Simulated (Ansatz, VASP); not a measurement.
**LaBe in VASP and in Ansatz**

The input INCAR:

```
SYSTEM = LaBe
PREC = Accurate
ENCUT = 600
EDIFF = 1E-7
ISMEAR = -1
SIGMA = 0.05
LREAL = .FALSE.
LASPH = .TRUE.
NELM = 80
ALGO = Normal
ISIF = 3
LWAVE = .FALSE.
LCHARG = .FALSE.
GGA = PE
IBRION = 2
NSW = 60
EDIFFG = -0.01
PSTRESS = 0
```

File KPOINTS:

```
Automatic mesh
0
G
  7 7 7
  0 0 0
```

POSCAR

```
LaBe
1.0
    3.5986300000      0.0000000000      0.0000000000
    0.0000000000      3.5986300000      0.0000000000
    0.0000000000      0.0000000000      3.5986300000
La Be
1 1
Direct
    0.0000000000      0.0000000000      0.0000000000
    0.5000000000      0.5000000000      0.5000000000
```

File input.yaml:

```yaml
crystal:
  lattice:
    - [3.59863, 0.0, 0.0]
    - [0.0, 3.59863, 0.0]
    - [0.0, 0.0, 3.59863]
  atoms:
    - { symbol: La, position: [0.0, 0.0, 0.0] }
    - { symbol: Be, position: [0.5, 0.5, 0.5] }
hamiltonian:
  xc: pbe
  pseudopotentials: { kind: paw }
kpoints:
  mp_grid: { grid: [7, 7, 7] }
scf:
  occupations: { method: fermi_dirac, width: 0.05 }
output:
  forces: true
  stress: true
  eigenvalues: true
  write_density: true
  write_potential: true
  elf: true
  volumetric_format: npy
relax:
  f_tol: 0.01
  max_steps: 40
  cell: { stress_tol: 0.05 }
```

The cell was built by a generator and needn't be a form met in nature.

Alike in both runs: task relaxation of cell and atoms; functional PBE; k mesh 7 × 7 × 7; occupations fermi-dirac, width 0.05 eV; no spin polarisation.

|  | VASP | Ansatz |
| --- | --- | --- |
| version | VASP 6.6.1 | Ansatz 0.2.0 |
| potentials or method | VASP PAW PBE potentials, release 64 (La, Be) | Ansatz PAW |
| plane-wave cutoff (eV) | 600 | 420 |
| valence electrons in the cell | 13 | 13 |

|  | VASP | Ansatz | Ansatz less VASP |
| --- | --- | --- | --- |
| gap on the k mesh at the Fermi level, each at its own relaxed structure (eV) | none | none | - |
| relaxed volume (Å³/atom) | 23.40 | 23.39 | -0.006 |
| relaxed cell length with the largest relative difference (Å) | 3.604 | 3.603 | -0.0003 |

A gap of «none» marks a metal or a gap that the smearing closes.

Caveats: the plane-wave basis is chosen anew once the cell has moved, so the energies of steps on either side of that aren't comparable (Ansatz). The runs have no spin-orbit coupling, so splittings on La are missing.
